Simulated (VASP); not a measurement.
Crystal: W.

```
CELL_PARAMETERS angstrom
-1.58234 1.58234 1.58234
1.58234 -1.58234 1.58234
1.58234 1.58234 -1.58234
ATOMIC_POSITIONS crystal
W 0.00000 0.00000 0.00000
```

```yaml
Program: VASP 6.6.1
Task: relaxation of cell and atoms
Functional: PBE
Potentials_or_basis: VASP PAW PBE potentials, release 64 (W_sv)
Cutoff: 520 eV
k_mesh: 4 × 4 × 4
Occupations: gaussian, width 0.1 eV
Spin: no spin polarisation
```

At the start: pressure 5.2 GPa; volume 15.85 Å³/atom.

Q: Where does the relaxation end?

A: Over 4 steps the energy falls by 4.2 meV/atom and the volume is 16.11 Å³/atom (+1.7 %); space group Im-3m (No. 229, to 0.05 Å).

The path:
```tsv
step	energy change (eV)	largest force (eV/Å)	pressure (GPa)	volume (Å³)
1	0.0000	0.0000	5.17	15.85
2	0.0430	0.0000	-15.22	17.05
3	-0.0042	0.0000	-0.10	16.12
4	-0.0042	0.0000	-0.01	16.11
```

Final structure:
```
W
1.0
    -1.59104    1.59104    1.59104
     1.59104   -1.59104    1.59104
     1.59104    1.59104   -1.59104
W
1
Direct
  0.00000 0.00000 0.00000
```

Caveat: the k mesh is coarse (spacing up to 0.70 Å⁻¹), so the values aren't converged.
